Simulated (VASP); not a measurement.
The input files of a VASP run:

KPOINTS:
```
kpoints
0
G
  7 7 1
0.5 0.5 0.5
```

INCAR:
```
! general
SYSTEM =ZnS
PREC   =Accurate
ENCUT  =300
LREAL  =Auto   ! projection in real space or not
LASPH  =.True.

! electronic loop
EDIFF  =1E-6   ! SCF stop (eV)
NELM   =100
ALGO   =Normal   ! blocked Davidson
LMAXMIX=4   ! l cut-off of mixed one-centre charges

! smearing
ISMEAR =0   ! Gaussian
SIGMA  =0.01

! ions
ISIF   =2   ! forces and stress, cell fixed

! output
LWAVE  =.False.
LCHARG =.False.
```

File POSCAR:
```
ZnS
1
    3.8455550000     0.0000000000     0.0000000000
   -1.9227770000     3.3303480000     0.0000000000
    0.0000000000     0.0000000000    44.0316870000
Zn S
14 14
Direct
  0.6666670000   0.3333330000   0.0715000000
  0.3333330000   0.6666670000   0.5715000000
  0.0000000000   0.0000000000   0.6429000000
  0.0000000000   0.0000000000   0.1429000000
  0.3333330000   0.6666670000   0.7857000000
  0.6666670000   0.3333330000   0.2857000000
  0.0000000000   0.0000000000   0.3572000000
  0.0000000000   0.0000000000   0.8572000000
  0.6666670000   0.3333330000   0.9286000000
  0.3333330000   0.6666670000   0.4286000000
  0.3333330000   0.6666670000   0.2143000000
  0.6666670000   0.3333330000   0.7143000000
  0.3333330000   0.6666670000   0.0000000000
  0.6666670000   0.3333330000   0.5000000000
  0.3333330000   0.6666670000   0.4820000000
  0.6666670000   0.3333330000   0.9820000000
  0.3333330000   0.6666670000   0.0536000000
  0.6666670000   0.3333330000   0.5536000000
  0.6666670000   0.3333330000   0.3393000000
  0.3333330000   0.6666670000   0.8393000000
  0.0000000000   0.0000000000   0.4107000000
  0.0000000000   0.0000000000   0.9107000000
  0.6666670000   0.3333330000   0.7678000000
  0.3333330000   0.6666670000   0.2678000000
  0.0000000000   0.0000000000   0.1964000000
  0.0000000000   0.0000000000   0.6964000000
  0.6666670000   0.3333330000   0.1250000000
  0.3333330000   0.6666670000   0.6250000000
```

POTCAR, in this order: Zn S (LDA.64 set). Program: vasp_std.

Problem. Translate this LDA calculation to Quantum ESPRESSO's pw.x.

Solution. One equivalent input (not run):
```
&CONTROL
  calculation = 'scf'
  pseudo_dir = './pseudo'
  outdir = './out'
  tprnfor = .true.
  tstress = .true.
/
&SYSTEM
  ibrav = 0
  nat = 28
  ntyp = 2
  ecutwfc = 84
  occupations = 'smearing'
  smearing = 'gaussian'
  degauss = 0.000735
  input_dft = 'pz'
/
&ELECTRONS
  conv_thr = 7.3e-08
  electron_maxstep = 100
/
ATOMIC_SPECIES
  Zn 65.380 Zn.upf
  S 32.060 S.upf
CELL_PARAMETERS angstrom
     3.8455550    0.0000000    0.0000000
    -1.9227770    3.3303480    0.0000000
     0.0000000    0.0000000   44.0316870
ATOMIC_POSITIONS crystal
  Zn   0.6666670  0.3333330  0.0715000
  Zn   0.3333330  0.6666670  0.5715000
  Zn   0.0000000  0.0000000  0.6429000
  Zn   0.0000000  0.0000000  0.1429000
  Zn   0.3333330  0.6666670  0.7857000
  Zn   0.6666670  0.3333330  0.2857000
  Zn   0.0000000  0.0000000  0.3572000
  Zn   0.0000000  0.0000000  0.8572000
  Zn   0.6666670  0.3333330  0.9286000
  Zn   0.3333330  0.6666670  0.4286000
  Zn   0.3333330  0.6666670  0.2143000
  Zn   0.6666670  0.3333330  0.7143000
  Zn   0.3333330  0.6666670  0.0000000
  Zn   0.6666670  0.3333330  0.5000000
  S    0.3333330  0.6666670  0.4820000
  S    0.6666670  0.3333330  0.9820000
  S    0.3333330  0.6666670  0.0536000
  S    0.6666670  0.3333330  0.5536000
  S    0.6666670  0.3333330  0.3393000
  S    0.3333330  0.6666670  0.8393000
  S    0.0000000  0.0000000  0.4107000
  S    0.0000000  0.0000000  0.9107000
  S    0.6666670  0.3333330  0.7678000
  S    0.3333330  0.6666670  0.2678000
  S    0.0000000  0.0000000  0.1964000
  S    0.0000000  0.0000000  0.6964000
  S    0.6666670  0.3333330  0.1250000
  S    0.3333330  0.6666670  0.6250000
K_POINTS automatic
  7 7 1 1 1 1
```
The two are equivalent in intent, not identical: the potentials are each code's own (VASP's PAW set, PseudoDojo norm-conserving files in pw.x), so ENCUT and ecutwfc are chosen apart and not converted; conv_thr bounds pw.x's estimated SCF error, while EDIFF bounds the energy change between steps.

The structure comes from a computed database's ZnS entry; how it stands against other phases isn't given here. The cell was not relaxed at this level.
